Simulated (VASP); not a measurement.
Input:

```
CELL_PARAMETERS angstrom
      0.00000     2.55882     2.55882
      2.55882     0.00000     2.55882
      2.55882     2.55882     0.00000
ATOMIC_POSITIONS crystal
  Li 0.00000 0.00000 0.00000
  Cl 0.50000 0.50000 0.50000
```

All values below come from MS2 meta-GGA, VASP's PBE PAW potentials (set 64) (plane waves; VASP). Numerical set-up: 520 eV cut-off, 9×9×9 Γ-centred mesh, Gaussian smearing of 0.050 eV, potentials Li_sv Cl.

Question: Give the stress tensor in GPa (positive for a compressed cell).

Answer: 
```
-1.03   0.00   0.00
 0.00  -1.03   0.00
 0.00   0.00  -1.03
```
The pressure is its mean diagonal, -1.03 GPa.

The compound is LiCl in the rock salt structure. This cell is one point of a volume scan, at 1.03 of the reference volume.
